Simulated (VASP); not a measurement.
A VASP calculation is set up with these files.

KPOINTS:
```
Automatic mesh
0
Gamma
7 7 7
0 0 0
```

### INCAR
```
ENCUT  =  300   # plane-wave cut-off (eV)
LCHARG  =  F
SYSTEM  =  RuS
LREAL  =  F   # projection in real space or not
EDIFF  =  1E-6   # SCF stop (eV)
ALGO  =  Normal   # blocked Davidson
GGA  =  PE
PREC  =  Accurate
ISIF  =  2   # forces and stress, cell fixed
SIGMA  =  0.1
LASPH  =  T
ISMEAR  =  0   # Gaussian
NELM  =  100   # most electronic steps
LMAXMIX  =  4   # l cut-off of mixed one-centre charges
LWAVE  =  F
```

File POSCAR:
```
RuS
1
   -1.4898300000     1.4898300000     5.0438290000
    1.4898300000    -1.4898300000     5.0438290000
    1.4898300000     1.4898300000    -5.0438290000
Ru S
2 2
Direct
  0.7613190000   0.7478300000   0.0004790000
  0.5026640000   0.0233480000   0.5234010000
  0.1607420000   0.1603070000  -0.0086160000
  0.9072760000   0.4005150000   0.4847360000
```

POTCAR, in this order: Ru_pv S (PBE.64 set). Program: vasp_std.

**Question.** Write an equivalent input for Ansatz.

**Answer.** One equivalent input (not run):
Ansatz 0.2 input:
```yaml
crystal:
  lattice:
    - [-1.4898300, 1.4898300, 5.0438290]
    - [1.4898300, -1.4898300, 5.0438290]
    - [1.4898300, 1.4898300, -5.0438290]
  atoms:
    - { symbol: Ru, position: [0.7613190, 0.7478300, 0.0004790] }
    - { symbol: Ru, position: [0.5026640, 0.0233480, 0.5234010] }
    - { symbol: S, position: [0.1607420, 0.1603070, -0.0086160] }
    - { symbol: S, position: [0.9072760, 0.4005150, 0.4847360] }
kpoints:
  mp_grid: { grid: [7, 7, 7] }
hamiltonian:
  xc: pbe
  pseudopotentials: { kind: paw }
scf:
  occupations: { method: gaussian, width: 0.1 }
  max_iter: 100
output: { forces: true, stress: true, eigenvalues: true }
```
What does not carry over: each code has its own PAW files, so the cut-off isn't converted (ENCUT is set for VASP's; basis.ecutwfc is left out, and Ansatz then takes the one that its files recommend); Ansatz stops its SCF on the density residual and VASP on the energy change (EDIFF).

The structure was generated: RuS was put into an ordered model structure, which need not be its known phase. The cell was not relaxed at this level, atoms are displaced from their ideal sites. The k-mesh is coarse (spacing up to 0.43 per Å, 2π included), so the numbers may not be converged in it.
